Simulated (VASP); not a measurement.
Level of theory: PBE GGA, VASP's PBE PAW potentials (set 64) (plane waves; VASP).

A VASP calculation is set up with these files.

File POSCAR:
```
MgO
1
    0.0000000000     2.1005649097     2.1005649097
    2.1005649097     0.0000000000     2.1005649097
    2.1005649097     2.1005649097    -0.0000000000
Mg O
1 1
Direct
  0.0000000000   0.0000000000   0.0000000000
  0.5000000000   0.5000000000   0.5000000000
```

**KPOINTS**
```
Automatic mesh
0
Gamma
10 10 10
0 0 0
```

INCAR:
```
SIGMA  =  0.05   ! width (eV)
EDIFFG  =  -0.01   ! ionic stop
ISMEAR  =  0   ! Gaussian
LREAL  =  .FALSE.   ! projection in real space or not
ISIF  =  3
ALGO  =  Normal   ! blocked Davidson
LCHARG  =  .FALSE.
LASPH  =  .TRUE.   ! aspherical one-centre terms
SYSTEM  =  MgO
NSW  =  40
PREC  =  Accurate
EDIFF  =  1E-7
ENCUT  =  600   ! plane-wave cut-off (eV)
NELM  =  100   ! most electronic steps
IBRION  =  2
LWAVE  =  .FALSE.
PSTRESS  =  50
GGA  =  PE   ! PBE
```

POTCAR, in this order: Mg O (PBE.64 set). Program: vasp_std.

Output of the run:

### OSZICAR
```
       N       E                     dE             d eps       ncg     rms          rms(c)
DAV:   1     0.178076090289E+02    0.17808E+02   -0.53715E+03   840   0.101E+03
DAV:   2    -0.129805977717E+02   -0.30788E+02   -0.29844E+02   920   0.152E+02
DAV:   3    -0.134636881862E+02   -0.48309E+00   -0.48309E+00   952   0.216E+01
DAV:   4    -0.134644372698E+02   -0.74908E-03   -0.74908E-03  1008   0.786E-01
DAV:   5    -0.134644389186E+02   -0.16488E-05   -0.16488E-05  1024   0.241E-02    0.722E+00
DAV:   6    -0.119240973750E+02    0.15403E+01   -0.99878E+00   752   0.225E+01    0.226E+00
DAV:   7    -0.119099804509E+02    0.14117E-01   -0.42202E-02   808   0.259E+00    0.132E+00
DAV:   8    -0.119045798847E+02    0.54006E-02   -0.24246E-02   752   0.239E+00    0.155E-01
DAV:   9    -0.119044926987E+02    0.87186E-04   -0.41898E-04  1104   0.184E-01    0.716E-02
DAV:  10    -0.119045973815E+02   -0.10468E-03   -0.12627E-04   768   0.123E-01    0.543E-03
DAV:  11    -0.119045975099E+02   -0.12848E-06   -0.63892E-07  1080   0.834E-03    0.283E-03
DAV:  12    -0.119045974412E+02    0.68739E-07   -0.37132E-07   816   0.564E-03
   1 F= -.11326105E+02 E0= -.11326105E+02  d E =-.113261E+02
```

### OUTCAR
```
------------------------ aborting loop because EDIFF is reached ----------------------------------------
  FORCE on cell =-STRESS in cart. coord.  units (eV):
  Direction    XX          YY          ZZ          XY          YZ          ZX
  --------------------------------------------------------------------------------------
  Total        0.5829338      0.5829338      0.5829338      0.0000000      0.0000000      0.0000000
  in kB       50.3838666     50.3838666     50.3838666      0.0000000      0.0000000      0.0000000
  external PRESSURE =       0.3838666 kB  Pullay stress =      50.0000000 kB
  volume of cell :       18.54
      direct lattice vectors                 reciprocal lattice vectors
     0.000000000  2.100564910  2.100564910    -0.238031207  0.238031207  0.238031207
     2.100564910  0.000000000  2.100564910     0.238031207 -0.238031207  0.238031207
     2.100564910  2.100564910  0.000000000     0.238031207  0.238031207 -0.238031207
  FREE ENERGIE OF THE ION-ELECTRON SYSTEM (eV)
  ---------------------------------------------------
  free  energy   TOTEN  =       -11.9045974412 eV

  energy  without entropy=      -11.9045974412  energy(sigma->0) =      -11.90459744
  enthalpy is  TOTEN    =       -11.3261049365 eV   P V=        0.5784925047

 reached required accuracy - stopping structural energy minimisation
```
(Selected blocks of OUTCAR.)

The compound is MgO in the rock salt structure. It was relaxed first under an external pressure of 5 GPa.
